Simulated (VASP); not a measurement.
Computed with revPBE GGA, VASP's PBE PAW potentials (set 64) (plane waves; VASP).

Input for VASP

**POSCAR**
```
CsSnI3
1
    6.3652966029    -0.0000000000     0.0000000000
    0.0000000000     6.3652966029    -0.0000000000
    0.0000000000    -0.0000000000     6.3652966029
Cs Sn I
1 1 3
Direct
  0.0000000000   0.0000000000   0.0000000000
  0.5000000000   0.5000000000   0.5000000000
  0.5000000000   0.0000000000   0.5000000000
  0.0000000000   0.5000000000   0.5000000000
  0.5000000000   0.5000000000   0.0000000000
```

File KPOINTS:
```
Automatic mesh
0
Gamma
3 3 3
0 0 0
```

### INCAR
```
! general
SYSTEM =CsSnI3
PREC   =Accurate
ENCUT  =520
LREAL  =F   ! projection in real space or not
LASPH  =T   ! aspherical one-centre terms

! electronic loop
EDIFF  =1E-6   ! SCF stop (eV)
NELM   =100
ALGO   =Normal
LMAXMIX=4   ! l cut-off of mixed one-centre charges

! smearing
ISMEAR =0
SIGMA  =0.05   ! width (eV)

! functional
GGA    =RE

! ions
IBRION =2   ! conjugate gradients
NSW    =60
ISIF   =3   ! ions, shape and volume
EDIFFG =-0.02   ! ionic stop

! output
LWAVE  =F
LCHARG =F
```

POTCAR, in this order: Cs_sv Sn_d I (PBE.64 set). Program: vasp_std.

The run wrote:

**OUTCAR**
```
 ion  position               nearest neighbor table
   1  0.000  0.000  0.000-
   2  0.500  0.500  0.500-   3 3.18   4 3.18   5 3.18   5 3.18   3 3.18   4 3.18
   3  0.500  0.000  0.500-   2 3.18   2 3.18
   4  0.000  0.500  0.500-   2 3.18   2 3.18
   5  0.500  0.500  0.000-   2 3.18   2 3.18
  LATTYP: Found a simple cubic cell.
 ALAT       =     6.3652966029
 Subroutine PRICEL returns:
 Original cell was already a primitive cell.
 Subroutine GETGRP returns: Found 48 space group operations
The static configuration has the point symmetry O_h .
The dynamic configuration has the point symmetry O_h .
 Subroutine INISYM returns: Found 48 space group operations
 Subroutine IBZKPT returns following result:
 Found      4 irreducible k-points:

 Following reciprocal coordinates:
            Coordinates               Weight
  0.000000  0.000000  0.000000      1.000000
  0.333333  0.000000  0.000000      6.000000
  0.333333  0.333333  0.000000     12.000000
  0.333333  0.333333  0.333333      8.000000
   k-points           NKPTS =      4   k-points in BZ     NKDIM =      4   number of bands    NBANDS=     26
   number of dos      NEDOS =    301   number of ions     NIONS =      5
   total plane-waves  NPLWV = 110592
   dimension x,y,z NGX =    48 NGY =   48 NGZ =   48
   dimension x,y,z NGXF=    96 NGYF=   96 NGZF=   96
   ions per type =               1   1   3
   PREC   = accura    normal or accurate (medium, high low for compatibility)
   ISTART =      0    job   : 0-new  1-cont  2-samecut
   ICHARG =      2    charge: 1-file 2-atom 10-const
   ISPIN  =      1    spin polarized calculation?
   LNONCOLLINEAR =      F non collinear calculations
   LSORBIT =      F    spin-orbit coupling
   INIWAV =      1    electr: 0-lowe 1-rand  2-diag
   ENCUT  =  520.0 eV  38.22 Ry    6.18 a.u.  11.84 11.84 11.84*2*pi/ulx,y,z
   NELM   =    100;   NELMIN=  2; NELMDL= -5     # of ELM steps
   EDIFF  = 0.1E-05   stopping-criterion for ELM
   LREAL  =      F    real-space projection
   NLSPLINE    = F    spline interpolate recip. space projectors
   LMAXMIX     =    4 max onsite mixed and CHGCAR
   VOSKOWN=      0    Vosko Wilk Nusair interpolation
   EDIFFG = -.2E-01   stopping-criterion for IOM
   NSW    =     60    number of steps for IOM
   NBLOCK =      1;   KBLOCK =     60    inner block; outer block
   IBRION =      2    ionic relax: 0-MD 1-quasi-New 2-CG
   NFREE  =      1    steps in history (QN), initial steepest desc. (CG)
   ISIF   =      3    stress and relaxation
   ISYM   =      2    0-nonsym 1-usesym 2-fastsym
   TEIN   =    0.0    initial temperature
   TEBEG  =    0.0;   TEEND  =   0.0 temperature during run
   SMASS  =  -3.00    Nose mass-parameter (am)
   PSTRESS=    0.0 pullay stress
   NELECT =      44.0000    total number of electrons
   EFERMI =   0.00;   METHOD = LEGACY
   ISMEAR =     0;   SIGMA  =   0.05  broadening in eV -4-tet -1-fermi 0-gaus
   IALGO  =     38    algorithm
   LDIAG  =      T    sub-space diagonalisation (order eigenvalues)
   IMIX   =      4    mixing-type and parameters
     AMIX     =   0.40;   BMIX     =  1.00
     AMIX_MAG =   1.60;   BMIX_MAG =  1.00
     AMIN     =   0.10
   GGA     = RE    functional components
   VOSKOWN =     0    Vosko Wilk Nusair interpolation
   LHFCALC =     F    Hartree Fock is set to
   LHFONE  =     F    Hartree Fock one center treatment
   AEXX    =    0.0000 exact exchange contribution
   IVDW    =     0    specifies the selected vdW correction
   LEPSILON=     F    determine dielectric tensor
   LRPA    =     F    only Hartree local field effects (RPA)
  energy-cutoff  :      520.00
  volume of cell :      257.90
      direct lattice vectors                 reciprocal lattice vectors
     6.365296603  0.000000000  0.000000000     0.157101870  0.000000000  0.000000000
...
```

File OSZICAR:
```
       N       E                     dE             d eps       ncg     rms          rms(c)
DAV:   1     0.348017893528E+03    0.34802E+03   -0.18255E+04   208   0.152E+03
DAV:   2     0.316003407657E+02   -0.31642E+03   -0.30940E+03   250   0.292E+02
DAV:   3    -0.119230940439E+02   -0.43523E+02   -0.43417E+02   262   0.123E+02
DAV:   4    -0.134244709334E+02   -0.15014E+01   -0.14994E+01   248   0.269E+01
DAV:   5    -0.134780190236E+02   -0.53548E-01   -0.53544E-01   328   0.510E+00    0.396E+00
DAV:   6    -0.131805218936E+02    0.29750E+00   -0.55703E-01   242   0.390E+00    0.269E+00
DAV:   7    -0.131670677037E+02    0.13454E-01   -0.35013E-01   252   0.254E+00    0.115E+00
DAV:   8    -0.131793122979E+02   -0.12245E-01   -0.54497E-02   224   0.166E+00    0.278E-01
DAV:   9    -0.131801360139E+02   -0.82372E-03   -0.74382E-03   240   0.657E-01    0.116E-01
DAV:  10    -0.131805430317E+02   -0.40702E-03   -0.10283E-03   224   0.188E-01    0.626E-02
DAV:  11    -0.131808209582E+02   -0.27793E-03   -0.92920E-04   224   0.195E-01    0.374E-02
DAV:  12    -0.131808305411E+02   -0.95830E-05   -0.57972E-05   272   0.486E-02    0.339E-02
DAV:  13    -0.131808305827E+02   -0.41534E-07   -0.43490E-06   220   0.143E-02
   1 F= -.13180831E+02 E0= -.13180831E+02  d E =-.131808E+02
       N       E                     dE             d eps       ncg     rms          rms(c)
DAV:   1    -0.131861963460E+02   -0.53658E-02   -0.10924E-01   244   0.281E+00    0.383E-01
DAV:   2    -0.131821745485E+02    0.40218E-02   -0.66773E-03   240   0.706E-01    0.163E-01
DAV:   3    -0.131811417760E+02    0.10328E-02   -0.31911E-03   268   0.433E-01    0.677E-02
DAV:   4    -0.131811252073E+02    0.16569E-04   -0.65590E-05   216   0.539E-02    0.506E-02
DAV:   5    -0.131811166798E+02    0.85275E-05   -0.42002E-05   264   0.477E-02    0.114E-02
DAV:   6    -0.131811171844E+02   -0.50463E-06   -0.48795E-06   206   0.213E-02
   2 F= -.13181117E+02 E0= -.13181117E+02  d E =-.286602E-03
```

### OUTCAR
```
------------------------ aborting loop because EDIFF is reached ----------------------------------------
  FORCE on cell =-STRESS in cart. coord.  units (eV):
  Direction    XX          YY          ZZ          XY          YZ          ZX
  --------------------------------------------------------------------------------------
  Total       -0.0269702     -0.0269702     -0.0269702     -0.0000000     -0.0000000      0.0000000
  in kB       -0.1682396     -0.1682396     -0.1682396     -0.0000000     -0.0000000      0.0000000
  external PRESSURE =      -0.1682396 kB  Pullay stress =       0.0000000 kB
  volume of cell :      256.84
      direct lattice vectors                 reciprocal lattice vectors
     6.356561900 -0.000000000 -0.000000000     0.157317748  0.000000000  0.000000000
    -0.000000000  6.356561900  0.000000000     0.000000000  0.157317748  0.000000000
    -0.000000000 -0.000000000  6.356561900     0.000000000 -0.000000000  0.157317748
 POSITION                                       TOTAL-FORCE (eV/Angst)
 -----------------------------------------------------------------------------------
      0.00000      0.00000      0.00000        -0.000000      0.000000      0.000000
      3.17828      3.17828      3.17828         0.000000     -0.000000      0.000000
      3.17828     -0.00000      3.17828        -0.000000      0.000000      0.000000
     -0.00000      3.17828      3.17828        -0.000000      0.000000      0.000000
      3.17828      3.17828     -0.00000        -0.000000      0.000000      0.000000
 -----------------------------------------------------------------------------------
    total drift:                                0.000000     -0.000000     -0.000000
  FREE ENERGIE OF THE ION-ELECTRON SYSTEM (eV)
  ---------------------------------------------------
  free  energy   TOTEN  =       -13.1811171844 eV

  energy  without entropy=      -13.1811171844  energy(sigma->0) =      -13.18111718

 reached required accuracy - stopping structural energy minimisation
```
(Selected blocks of OUTCAR.)

CONTCAR:
```
CsSnI3
   1.00000000000000
     6.3565618996925322   -0.0000000000000000   -0.0000000000000000
    -0.0000000000000000    6.3565618996925322    0.0000000000000000
    -0.0000000000000000   -0.0000000000000000    6.3565618996925322
  Cs              Sn              I
     1     1     3
Direct
     0.0000000000000000    0.0000000000000000    0.0000000000000000
     0.5000000000000000    0.5000000000000000    0.5000000000000000
     0.5000000000000000    0.0000000000000000    0.5000000000000000
     0.0000000000000000    0.5000000000000000    0.5000000000000000
     0.5000000000000000    0.5000000000000000    0.0000000000000000
```

The compound is CsSnI3 in the cubic perovskite structure, the ideal cubic form; the compound distorts at low or room temperature. This run relaxes it. Symmetry was kept, so distortions that lower it aren't found. The start is the result of an earlier pass.
